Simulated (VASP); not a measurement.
Energy against volume of Os (hcp). Level of theory: SCAN meta-GGA, VASP's PBE PAW potentials (set 64) (plane waves; VASP). Run with 520 eV cut-off, 15×15×9 Γ-centred mesh, first-order Methfessel-Paxton smearing of 0.10 eV, potentials Os.

Shape and ions are relaxed at each volume.

| V (Å³/atom) | E (eV/atom) |
|---|---|
| 13.269 | -71.81506 |
| 13.679 | -71.83357 |
| 14.090 | -71.81672 |
| 14.500 | -71.77020 |

Fit these four points and predict the energy of the run at 12.859 Å³/atom.

A cubic in V^(−2/3), the third-order Birch-Murnaghan form, passes through the four points with V0 = 13.68 Å³/atom and B0 = 459 GPa, and gives -71.7545 eV/atom there. The run gave -71.7544 eV/atom, +0.1 meV/atom from the fit; all five points give B0 = 459 GPa.

The compound is Os in the hcp structure. It was relaxed first.
